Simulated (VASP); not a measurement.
Cost and result of VASP (PAW) for the bulk modulus of SiC (wurtzite). Static lattice, third-order Birch-Murnaghan fit over five volumes. The cost counts the five points of the equation of state, each on the mesh and cut-off of its row, so the ratios hold those differences too. With PBE it took about 80 core-seconds. Times come from single runs on busy shared machines, so they are rough: good to a factor of about 2.

```csv
level,k-mesh,cut-off (eV),bulk modulus (GPa),cost over PBE
LDA,8×8×5,520,229,within a factor of 2
PBEsol,8×8×5,520,222,within a factor of 2
PBE,8×8×5,520,213,reference
r2SCAN,8×8×5,520,227,about 7 times
SCAN,8×8×5,520,?,?
```

Fill in the missing entries.

- SCAN, bulk modulus (GPa): 226
- SCAN, cost over PBE: about 8 times

Left out are levels that failed, ran on another kind of processor or have no fit band path; at most nine are shown.

The compound is SiC in the wurtzite structure, the rare 2H polytype.
